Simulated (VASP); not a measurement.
Method: PBEsol GGA, VASP's PBE PAW potentials (set 64) (plane waves; VASP). For the first row: Run with 400 eV cut-off, 10×10×6 Γ-centred mesh, tetrahedra with Blöchl corrections, potentials Nb_sv Si.

```tsv
system	energy (eV/atom)
NbSi₂ (relaxed from the CrSi2 structure, space group P6_222)	-8.1433
Nb (bcc)	-10.9490
Si (diamond)	-5.7459
```

The references are the elements' solids at the same level; no temperature or zero-point terms are added.

### Question
What is the formation energy per atom of NbSi$_{2}$?

### Answer
The references average (3×(-10.9490) + 6×(-5.7459))/9 = -7.4803 eV, so the formation energy is -8.1433 − (-7.4803) = -0.663 eV/atom.
